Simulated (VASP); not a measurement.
A convergence study with VASP on SiO2 (rutile): one setting is varied, all else stays as given below, so the limit is that of these other settings. Each run relaxes cell and ions from the cell shown.

```
O2Si
1.0
    4.18000     0.00000     0.00000
    0.00000     4.18000     0.00000
    0.00000     0.00000     2.67000
Si O
2 4
Direct
  0.00000   0.00000   0.00000
  0.50000   0.50000   0.50000
  0.30600   0.30600   0.00000
  0.80600   0.19400   0.50000
  0.19400   0.80600   0.50000
  0.69400   0.69400   0.00000
```

Method: PBEsol GGA, VASP's PBE PAW potentials (set 64) (plane waves; VASP 6.6.1). The tightest run used: 700 eV cut-off, 8×8×12 Γ-centred mesh, Gaussian smearing of 0.050 eV, potentials Si O.

Gaps are read on the run's mesh, which can miss a band edge.

| setting | relaxed volume (Å³/atom) | E (eV/atom) | gap on the mesh (eV) | irreducible k-points |
|---|---|---|---|---|
| 1×1×2 mesh | 7.611 | -8.1776 | 5.731 | 2 |
| 2×2×3 mesh | 7.848 | -8.1493 | 5.324 | 6 |
| 3×3×4 mesh | 7.855 | -8.1661 | 5.336 | 9 |

These are the cheaper rows. Estimate the results at 8×8×12 mesh, and how far the last row shown lies from them.

```json
[
 {"quantity": "relaxed volume (Å³/atom)", "tightest run": "7.854", "last row shown is off by": "0.001"},
 {"quantity": "E (eV/atom)", "tightest run": "-8.1687", "last row shown is off by": "0.0026"},
 {"quantity": "gap on the mesh (eV)", "tightest run": "5.346", "last row shown is off by": "-0.010"}
]
```

Left out are rungs that failed or repeat a setting and relaxations that didn't move; long series are thinned to 24 rows.

The compound is SiO2 in the rutile structure, stishovite, a high-pressure form.
